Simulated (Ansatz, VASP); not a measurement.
# ScF3 in VASP and in Ansatz

The input INCAR:

```
SYSTEM = ScF3
ALGO = Normal
EDIFF = 1E-6
ENCUT = 520
GGA = CA
ISIF = 2
ISMEAR = 0
LASPH = .TRUE.
LCHARG = .FALSE.
LREAL = .FALSE.
LWAVE = .FALSE.
NBANDS = 24
NELM = 60
PREC = Accurate
SIGMA = 0.05
```

KPOINTS

```
k-points
0
G
  6 6 6
  0 0 0
```

File POSCAR:

```
ScF3
1.0
    4.0124500000      0.0000000000      0.0000000000
    0.0000000000      4.0124500000      0.0000000000
    0.0000000000      0.0000000000      4.0124500000
Sc F
1 3
Direct
    0.0000000000      0.0000000000      0.0000000000
    0.4937693928      0.0000000000      0.0000000000
   -0.0062306072      0.5000000000      0.0000000000
   -0.0062306072      0.0000000000      0.5000000000
```

Input for Ansatz:

```yaml
crystal:
  lattice:
    - [4.01245, 0.0, 0.0]
    - [0.0, 4.01245, 0.0]
    - [0.0, 0.0, 4.01245]
  atoms:
    - { symbol: Sc, position: [0.0, 0.0, 0.0] }
    - { symbol: F, position: [0.4937693928, 0.0, 0.0] }
    - { symbol: F, position: [-0.0062306072, 0.5, 0.0] }
    - { symbol: F, position: [-0.0062306072, 0.0, 0.5] }
basis:
  ecutwfc: 420
kpoints:
  mp_grid: { grid: [6, 6, 6] }
hamiltonian:
  xc: lda
scf:
  occupations: { method: gaussian, width: 0.05 }
output:
  forces: true
  stress: true
  eigenvalues: true
```

Change from the starting cell: all F atoms moved +0.025 Å, as atom 2 towards its neighbour atom 1 (Sc) at 2.006 Å.

Alike in both runs: task single point; functional LDA; k mesh 6 × 6 × 6; occupations gaussian, width 0.05 eV; no spin polarisation.

|  | VASP | Ansatz |
| --- | --- | --- |
| version | VASP 6.6.1 | Ansatz 0.2.0 |
| potentials or method | VASP PAW LDA potentials, release 64 (Sc_sv, F) | scalar-relativistic, plane waves, PAW |
| plane-wave cutoff (eV) | 520 | 420 |
| valence electrons in the cell | 32 | 32 |

Ansatz gave:

| Quantity | Value |
| --- | --- |
| gap on the k mesh at the Fermi level (eV) | 6.22 |
| least direct gap on the mesh (eV) | 6.76 |
| pressure (GPa) | -2.9 |
| largest component of the traceless stress (GPa) | 0.09 |
| rms of the force components (eV/Å) | 0.083 |

What did VASP give for the same quantities?

gap on the k mesh at the Fermi level (eV): 6.19; least direct gap on the mesh (eV): 6.72; pressure (GPa): -2.3; largest component of the traceless stress (GPa): 0.10; rms of the force components (eV/Å): 0.092.

Atom by atom the forces differ by 0.009 eV/Å (rms over components).

A k mesh can miss the band edges.
